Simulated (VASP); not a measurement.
Method: PBEsol GGA, VASP's PBE PAW potentials (set 64) (plane waves; VASP 6.6.1).

VASP input:

### INCAR
```
# general
SYSTEM =AuAl2
PREC   =Accurate
ENCUT  =500
LREAL  =.FALSE.   # projection in real space or not
LASPH  =.TRUE.   # aspherical one-centre terms

# electronic loop
EDIFF  =1E-6   # SCF stop (eV)
NELM   =100   # most electronic steps
ALGO   =Normal   # blocked Davidson
LMAXMIX=6   # l cut-off of mixed one-centre charges

# smearing
ISMEAR =1
SIGMA  =0.1

# functional
GGA    =PS   # PBEsol

# ions
IBRION =2
NSW    =40
ISIF   =3   # ions, shape and volume
EDIFFG =-0.02   # ionic stop

# output
LWAVE  =.FALSE.
LCHARG =.FALSE.
```

POSCAR:
```
AuAl2
1
    0.0000000000     2.9969730378     2.9969730378
    2.9969730378     0.0000000000     2.9969730378
    2.9969730378     2.9969730378    -0.0000000000
Al Au
2 1
Direct
  0.2500000000   0.2500000000   0.2500000000
  0.7500000000   0.7500000000   0.7500000000
  1.0000000000   0.0000000000   0.0000000000
```

File KPOINTS:
```
Automatic mesh
0
Gamma
9 9 9
0 0 0
```

POTCAR, in this order: Al Au (PBE.64 set). Program: vasp_std.

The run wrote:

**OUTCAR**
```
 ion  position               nearest neighbor table
   1  0.250  0.250  0.250-   3 2.60   3 2.60   3 2.60   3 2.60   2 3.00   2 3.00   2 3.00   2 3.00
                             2 3.00   2 3.00
   2  0.750  0.750  0.750-   3 2.60   3 2.60   3 2.60   3 2.60   1 3.00   1 3.00   1 3.00   1 3.00
                             1 3.00   1 3.00
   3  0.000  0.000  0.000-   2 2.60   2 2.60   2 2.60   1 2.60   2 2.60   1 2.60   1 2.60   1 2.60
  LATTYP: Found a face centered cubic cell.
 ALAT       =     5.9939460756
 Subroutine PRICEL returns:
 Original cell was already a primitive cell.
 Subroutine GETGRP returns: Found 48 space group operations
The static configuration has the point symmetry O_h .
The dynamic configuration has the point symmetry O_h .
 Subroutine INISYM returns: Found 48 space group operations
 Subroutine IBZKPT returns following result:
 Found     35 irreducible k-points:

 Following reciprocal coordinates:
            Coordinates               Weight
  0.000000  0.000000  0.000000      1.000000
  0.111111  0.000000  0.000000      8.000000
  0.222222  0.000000  0.000000      8.000000
  0.333333  0.000000  0.000000      8.000000
  0.444444  0.000000  0.000000      8.000000
  0.111111  0.111111  0.000000      6.000000
...
```

### OSZICAR
```
       N       E                     dE             d eps       ncg     rms          rms(c)
DAV:   1     0.595904733751E+02    0.59590E+02   -0.70487E+03   872   0.115E+03
DAV:   2    -0.128777891898E+02   -0.72468E+02   -0.67652E+02   972   0.202E+02
DAV:   3    -0.148483452815E+02   -0.19706E+01   -0.19377E+01  1048   0.328E+01
DAV:   4    -0.148656736869E+02   -0.17328E-01   -0.17316E-01   984   0.359E+00
DAV:   5    -0.148659438359E+02   -0.27015E-03   -0.27014E-03  1068   0.471E-01    0.940E+00
DAV:   6    -0.135951854052E+02    0.12708E+01   -0.69428E+00   956   0.294E+01    0.396E+00
DAV:   7    -0.135081055619E+02    0.87080E-01   -0.31665E-01   900   0.671E+00    0.180E+00
DAV:   8    -0.134725770133E+02    0.35529E-01   -0.28497E-02  1000   0.125E+00    0.422E-01
DAV:   9    -0.134707882914E+02    0.17887E-02   -0.39320E-03   960   0.736E-01    0.202E-01
DAV:  10    -0.134708501912E+02   -0.61900E-04   -0.17601E-04   952   0.122E-01    0.390E-02
DAV:  11    -0.134708427937E+02    0.73975E-05   -0.90967E-06  1032   0.269E-02    0.133E-02
DAV:  12    -0.134708427520E+02    0.41753E-07   -0.89830E-07   640   0.820E-03
   1 F= -.13470843E+02 E0= -.13470556E+02  d E =-.134708E+02
       N       E                     dE             d eps       ncg     rms          rms(c)
DAV:   1    -0.134762432560E+02   -0.54005E-02   -0.77273E-02   932   0.319E+00    0.484E-01
DAV:   2    -0.134709813991E+02    0.52619E-02   -0.22083E-02   936   0.183E+00    0.153E-01
DAV:   3    -0.134708894569E+02    0.91942E-04   -0.47234E-04   892   0.226E-01    0.835E-02
DAV:   4    -0.134708398165E+02    0.49640E-04   -0.13713E-04   896   0.710E-02    0.129E-02
DAV:   5    -0.134708376811E+02    0.21354E-05   -0.16352E-05   944   0.478E-02    0.110E-02
DAV:   6    -0.134708374392E+02    0.24188E-06   -0.12556E-06   484   0.137E-02
   2 F= -.13470837E+02 E0= -.13470511E+02  d E =0.531280E-05
       N       E                     dE             d eps       ncg     rms          rms(c)
DAV:   1    -0.134724315726E+02   -0.15939E-02   -0.20659E-02   924   0.165E+00    0.246E-01
DAV:   2    -0.134710199006E+02    0.14117E-02   -0.60035E-03   936   0.951E-01    0.770E-02
DAV:   3    -0.134709966959E+02    0.23205E-04   -0.13176E-04   892   0.122E-01    0.407E-02
DAV:   4    -0.134709869194E+02    0.97765E-05   -0.36412E-05   892   0.369E-02    0.678E-03
DAV:   5    -0.134709866215E+02    0.29786E-06   -0.42768E-06   856   0.246E-02
   3 F= -.13470987E+02 E0= -.13470681E+02  d E =-.143870E-03
```

OUTCAR:
```
------------------------ aborting loop because EDIFF is reached ----------------------------------------
  FORCE on cell =-STRESS in cart. coord.  units (eV):
  Direction    XX          YY          ZZ          XY          YZ          ZX
  --------------------------------------------------------------------------------------
  Total        0.0069902      0.0069902      0.0069902      0.0000000      0.0000000     -0.0000000
  in kB        0.2074779      0.2074779      0.2074779      0.0000000      0.0000000     -0.0000000
  external PRESSURE =       0.2074779 kB  Pullay stress =       0.0000000 kB
  volume of cell :       53.98
      direct lattice vectors                 reciprocal lattice vectors
    -0.000000000  2.999626348  2.999626348    -0.166687428  0.166687428  0.166687428
     2.999626348 -0.000000000  2.999626348     0.166687428 -0.166687428  0.166687428
     2.999626348  2.999626348  0.000000000     0.166687428  0.166687428 -0.166687428
 POSITION                                       TOTAL-FORCE (eV/Angst)
 -----------------------------------------------------------------------------------
      1.49981      1.49981      1.49981        -0.000000     -0.000000     -0.000000
      4.49944      4.49944      4.49944        -0.000000      0.000000     -0.000000
      0.00000      0.00000      0.00000         0.000000      0.000000      0.000000
 -----------------------------------------------------------------------------------
    total drift:                                0.000000     -0.000000      0.000000
  FREE ENERGIE OF THE ION-ELECTRON SYSTEM (eV)
  ---------------------------------------------------
  free  energy   TOTEN  =       -13.4709866215 eV

  energy  without entropy=      -13.4700687671  energy(sigma->0) =      -13.47068067

 reached required accuracy - stopping structural energy minimisation
```
(Selected blocks of OUTCAR.)

**CONTCAR**
```
AuAl2
   1.00000000000000
    -0.0000000000000000    2.9996263479618670    2.9996263479618670
     2.9996263479618670   -0.0000000000000000    2.9996263479618670
     2.9996263479618670    2.9996263479618670    0.0000000000000000
  Al              Au
     2     1
Direct
     0.2500000000000000    0.2500000000000000    0.2500000000000000
     0.7500000000000000    0.7500000000000000    0.7500000000000000
     0.0000000000000000    0.0000000000000000    0.0000000000000000
```

The compound is AuAl2 in the fluorite structure. This run relaxes it. Symmetry was kept, so distortions that lower it aren't found. The electron count is odd and the run is not spin-polarised, which forces a metal.
